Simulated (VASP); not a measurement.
# Cd2As (Fd-3m) in VASP: further runs

The runs below take Cd2As through single point, with PBE.

Program: VASP 6.6.1. These are calculated values, not measurements. Logs are shortened: lines on timing, memory, paths and dates and some standing lists are left out, and cuts for length are marked.

## 1. The crystal as given

It takes space group Fd-3m (No. 227, cubic). The conventional cell has a = 8.208 Å, b = 8.208 Å, c = 8.208 Å, α = 90.00°, β = 90.00°, γ = 90.00°. Cd (site symmetry -3m) is surrounded by 6 Cd at 2.90 Å. As (site symmetry -43m) has 12 Cd at 3.40 Å and 4 As at 3.55 Å as nearest neighbours.

The cell was built by a generator and needn't be a form met in nature.

## 2. Single point, PBE

File INCAR:

```
ALGO     = Normal         # electronic algorithm
EDIFF    = 1E-7           # SCF threshold, eV
ENCUT    = 520            # plane-wave cutoff, eV
GGA      = PE             # functional
ISIF     = 2              # what is computed and relaxed
ISMEAR   = 0              # smearing method
LASPH    = T              # aspherical terms in the spheres
LCHARG   = T              # write CHGCAR
LELF     = T              # ELF
LREAL    = F              # projectors in reciprocal space
LVHAR    = T            
LWAVE    = F              # write WAVECAR
NBANDS   = 38             # bands
NELM     = 100            # most SCF steps
PREC     = Accurate       # precision mode
SIGMA    = 0.1            # smearing width, eV
```

File KPOINTS:

```
k-points
0
Gamma
  4 4 4
```

File POSCAR:

```
Cd2As
1.0
    0.0000000000      4.1038362557      4.1038362557
    4.1038362557      0.0000000000      4.1038362557
    4.1038362557      4.1038362557      0.0000000000
Cd As
4 2
Direct
    0.6250000000      0.6250000000      0.6250000000
    0.1250000000      0.6250000000      0.6250000000
    0.6250000000      0.6250000000      0.1250000000
    0.6250000000      0.1250000000      0.6250000000
    0.0000000000      0.0000000000      0.0000000000
    0.2500000000      0.2500000000      0.2500000000
```

Potentials or basis: VASP PAW PBE potentials, release 64 (Cd, As).

The run is started by

```bash
$ cat potpaw_PBE.64/Cd/POTCAR potpaw_PBE.64/As/POTCAR > POTCAR
$ mpirun -np 1 vasp_std > vasp.out
```

OUTCAR:

```text
EDIFF = 1E-7
   ENCUT = 520
   GGA = PE
   ISIF = 2
   ISMEAR = 0
   LASPH = T
   LREAL = F
   NELM = 100
   PREC = Accurate

 ion  position               nearest neighbor table
   1  0.625  0.625  0.625-   2 2.90   3 2.90   4 2.90   3 2.90   4 2.90   2 2.90
   2  0.125  0.625  0.625-   1 2.90   3 2.90   4 2.90   1 2.90   3 2.90   4 2.90
   3  0.625  0.625  0.125-   1 2.90   1 2.90   2 2.90   4 2.90   4 2.90   2 2.90
   4  0.625  0.125  0.625-   1 2.90   3 2.90   1 2.90   2 2.90   3 2.90   2 2.90
   5  0.000  0.000  0.000-
   6  0.250  0.250  0.250-

  LATTYP: Found a face centered cubic cell.
 ALAT       =     8.2076725114

  Lattice vectors:

 A1 = (   0.0000000000,   4.1038362557,   4.1038362557)
 A2 = (   4.1038362557,   0.0000000000,   4.1038362557)
 A3 = (   4.1038362557,   4.1038362557,   0.0000000000)

Analysis of symmetry for initial positions (statically):
=====================================================================
 Subroutine PRICEL returns:
 Original cell was already a primitive cell.

 Routine SETGRP: Setting up the symmetry group for a
 face centered cubic supercell.

 Subroutine GETGRP returns: Found 48 space group operations
 (whereof 24 operations were pure point group operations)
 out of a pool of 48 trial point group operations.

The static configuration has the point symmetry T_d .
 The point group associated with its full space group is O_h .

Analysis of symmetry for dynamics (positions and initial velocities):
=====================================================================
 Subroutine PRICEL returns:
 Original cell was already a primitive cell.

 Routine SETGRP: Setting up the symmetry group for a
 face centered cubic supercell.

 Subroutine GETGRP returns: Found 48 space group operations
 (whereof 24 operations were pure point group operations)
 out of a pool of 48 trial point group operations.

The dynamic configuration has the point symmetry T_d .
 The point group associated with its full space group is O_h .

 Subroutine INISYM returns: Found 48 space group operations
 (whereof 24 operations are pure point group operations),
 and found     1 'primitive' translations

----------------------------------------------------------------------------------------

                                     Primitive cell

[... 82 lines left out ...]
   LREAL  =      F    real-space projection
   EDIFFG = 0.1E-05   stopping-criterion for IOM
   NSW    =      0    number of steps for IOM
   IBRION =     -1    ionic relax: 0-MD 1-quasi-New 2-CG
   NFREE  =      0    steps in history (QN), initial steepest desc. (CG)
   ISIF   =      2    stress and relaxation
   ISYM   =      2    0-nonsym 1-usesym 2-fastsym
   POTIM  = 0.5000    time-step for ionic-motion
   TEBEG  =    0.0;   TEEND  =   0.0 temperature during run
   PSTRESS=    0.0 pullay stress
   NELECT =      58.0000    total number of electrons
   NUPDOWN=      -1.0000    fix difference up-down
   EMIN   =  10.00;   EMAX   =-10.00  energy-range for DOS
   EFERMI =   0.00;   METHOD = LEGACY
   ISMEAR =     0;   SIGMA  =   0.10  broadening in eV -4-tet -1-fermi 0-gaus
   EFERMI_NEDOS =   21; number of points for ismear=-14 and -15
   IALGO  =     38    algorithm
   IMIX   =      4    mixing-type and parameters
     AMIX     =   0.40;   BMIX     =  1.00
     AMIX_MAG =   1.60;   BMIX_MAG =  1.00
  volume/ion in A,a.u.               =      23.04       155.47
  Fermi-wavevector in a.u.,A,eV,Ry     =   1.225606  2.316059 20.437441  1.502110
  Thomas-Fermi vector in A             =   2.360637
   LORBIT       =      0    0 simple, 1 ext, 2 COOP (PROOUT), +10 PAW based schemes
   GGA     = PE    functional components
   LHFCALC =     F    Hartree Fock is set to
   AEXX    =    0.0000 exact exchange contribution
   IVDW    =     0    specifies the selected vdW correction
   LEPSILON=     F    determine dielectric tensor
   LRPA    =     F    only Hartree local field effects (RPA)
 non-spin polarized calculation
 Gauss-broadening in eV      SIGMA  =   0.10
  energy-cutoff  :      520.00
  volume of cell :      138.23
 maximum number of plane-waves:      3750
 NGX is ok and might be reduce to    48
   NGX = 21   NGY = 21   NGZ = 21

 number of electron      57.9999991 magnetization

 Free energy of the ion-electron system (eV)
  ---------------------------------------------------
  ext. energy  EPLUGINS =         0.00000000
  ---------------------------------------------------
  free energy    TOTEN  =       -10.14145172 eV

  energy without entropy =      -10.11789101  energy(sigma->0) =      -10.12967137

 E-fermi :   3.2228     XC(G=0): -10.4282

 val. band max:        3.1746296080   @ k =  -0.2500   0.2500   0.0000
 cond. band min:       3.2667243814   @ k =   0.5000   0.0000   0.0000
 fundamental gap:      0.0920947734
 Fermi energy:         3.2228305887

 k-point     1 :       0.0000    0.0000    0.0000
  band No.  band energies     occupation
      1      -8.3721      2.00000
      2      -7.4366      2.00000
      3      -6.7732      2.00000
      4      -6.7732      2.00000
      5      -6.7732      2.00000
      6      -6.5809      2.00000
[... 317 lines left out ...]
     37       8.9264      0.00000
     38       8.9264      0.00000

------------------------ aborting loop because EDIFF is reached ----------------------------------------

  FORCE on cell =-STRESS in cart. coord.  units (eV):
  Direction    XX          YY          ZZ          XY          YZ          ZX
  --------------------------------------------------------------------------------------
  -------------------------------------------------------------------------------------
  Total       -0.5809334     -0.5809334     -0.5809334      0.0000000      0.0000000      0.0000000
  in kB       -6.7334382     -6.7334382     -6.7334382      0.0000000      0.0000000      0.0000000
  external PRESSURE =      -6.7334382 kB  Pullay stress =       0.0000000 kB

 VOLUME and BASIS-vectors are now :
 -----------------------------------------------------------------------------
  energy-cutoff  :      520.00
  volume of cell :      138.23
      direct lattice vectors                 reciprocal lattice vectors
     0.000000000  4.103836256  4.103836256    -0.121837220  0.121837220  0.121837220
     4.103836256  0.000000000  4.103836256     0.121837220 -0.121837220  0.121837220
     4.103836256  4.103836256  0.000000000     0.121837220  0.121837220 -0.121837220

 POSITION                                       TOTAL-FORCE (eV/Angst)
 -----------------------------------------------------------------------------------
      5.12980      5.12980      5.12980         0.000000     -0.000000      0.000000
      5.12980      3.07788      3.07788         0.000000     -0.000000      0.000000
      3.07788      3.07788      5.12980         0.000000     -0.000000      0.000000
      3.07788      5.12980      3.07788         0.000000     -0.000000      0.000000
      0.00000      0.00000      0.00000        -0.000000      0.000000     -0.000000
      2.05192      2.05192      2.05192        -0.000000     -0.000000      0.000000
 -----------------------------------------------------------------------------------
    total drift:                                0.000000      0.000000     -0.000000

  FREE ENERGIE OF THE ION-ELECTRON SYSTEM (eV)
  ---------------------------------------------------
  free  energy   TOTEN  =       -10.1414517212 eV

  energy  without entropy=      -10.1178910122  energy(sigma->0) =      -10.12967137
```

stdout:

```text
POSCAR found type information on POSCAR CdAs
 POSCAR found :  2 types and       6 ions
 scaLAPACK will be used
 LDA part: xc-table for (Slater+PW92), standard interpolation
 POSCAR, INCAR and KPOINTS ok, starting setup
 FFT: planning ... GRIDC
 FFT: planning ... GRID_SOFT
 FFT: planning ... GRID
 WAVECAR not read
 entering main loop
```

Wall time 63 s (1 thread of Intel Xeon Platinum 8488C (Sapphire Rapids), shared host); peak memory 0.32 GiB.

What came out:

```yaml
Free_energy: -10.1415 eV
Pressure: -0.7 GPa
Band_gap_on_the_k_mesh: none (metal or under the smearing width)
```

## 3. Single point, PBE

This run uses another cell than the first one, of 24.40 Å³/atom, 1.059 times its volume.

File INCAR:

```
SYSTEM = Cd2As
PREC     = Accurate       ! precision mode
ENCUT    = 520            ! plane-wave cutoff, eV
EDIFF    = 1E-6           ! SCF threshold, eV
ISMEAR   = 0              ! smearing method
SIGMA    = 0.1            ! smearing width, eV
LREAL    = .FALSE.        ! projectors in reciprocal space
LASPH    = .TRUE.         ! aspherical terms in the spheres
NELM     = 100            ! most SCF steps
ALGO     = Fast           ! electronic algorithm
ISIF     = 2              ! what is computed and relaxed
LWAVE    = .FALSE.        ! write WAVECAR
LCHARG   = .FALSE.        ! write CHGCAR
GGA      = PE             ! functional
NBANDS   = 38             ! bands
```

File KPOINTS:

```
regular mesh
0
G
  4 4 4
  0 0 0
```

File POSCAR:

```
Cd2As
1.0
    4.6673705579      0.0000000000      0.0000000000
    0.0000000000      4.6673705579      0.0000000000
    0.0000000000      0.0000000000      6.7192173128
Cd As
4 2
Direct
    0.0000000000      0.5000000000      0.2030000000
    0.0000000000      0.5000000000      0.7030000000
    0.5000000000      0.0000000000      0.2970000000
    0.5000000000      0.0000000000      0.7970000000
    0.0000000000      0.0000000000      0.0000000000
    0.5000000000      0.5000000000      0.5000000000
```

Potentials or basis: VASP PAW PBE potentials, release 64 (Cd, As).

The run is started by

```bash
$ cat potpaw_PBE.64/Cd/POTCAR potpaw_PBE.64/As/POTCAR > POTCAR
$ mpirun -np 1 vasp_std > vasp.out
```

It took 66 s on 1 thread of Intel Xeon Platinum 8488C (Sapphire Rapids), shared host; peak memory 0.27 GiB.

The run converged. Its results:

| Property | Result |
| --- | --- |
| Free energy | -11.9110 eV |
| Pressure | 3.7 GPa |
| Largest force | 0.295 eV/Å |
| Band gap on the k mesh | none (metal or under the smearing width) |

Forces in eV/Å, atoms in the order of the input:
```
Cd   0.000  0.000  0.295
Cd   0.000  0.000  0.295
Cd   0.000  0.000 -0.295
Cd   0.000  0.000 -0.295
As   0.000  0.000  0.000
As   0.000  0.000  0.000
```

Stress tensor (GPa, compression positive):
```
4.79 0.00 0.00
0.00 4.79 0.00
0.00 0.00 1.62
```

Levels at points of the mesh, in eV from the Fermi level:
| k point | band 27 | band 28 | band 29 | band 30 | band 31 | band 32 |
| --- | --- | --- | --- | --- | --- | --- |
| (0.00, 0.00, 0.00) | -1.29 | -0.99 | -0.99 | -0.50 | 0.15 | 1.88 |
| (0.50, 0.00, 0.00) | -1.86 | -1.86 | 0.22 | 0.22 | 1.96 | 1.96 |
| (0.50, 0.50, 0.00) | -3.17 | -3.17 | -1.01 | -1.01 | 0.08 | 0.08 |
| (0.00, 0.00, 0.50) | -2.21 | -2.21 | -0.32 | -0.32 | 0.79 | 0.79 |
| (0.50, 0.00, 0.50) | -1.76 | -1.76 | -1.48 | -1.48 | 2.55 | 2.55 |
| (0.50, 0.50, 0.50) | -3.64 | -3.64 | 2.03 | 2.03 | 2.03 | 2.03 |
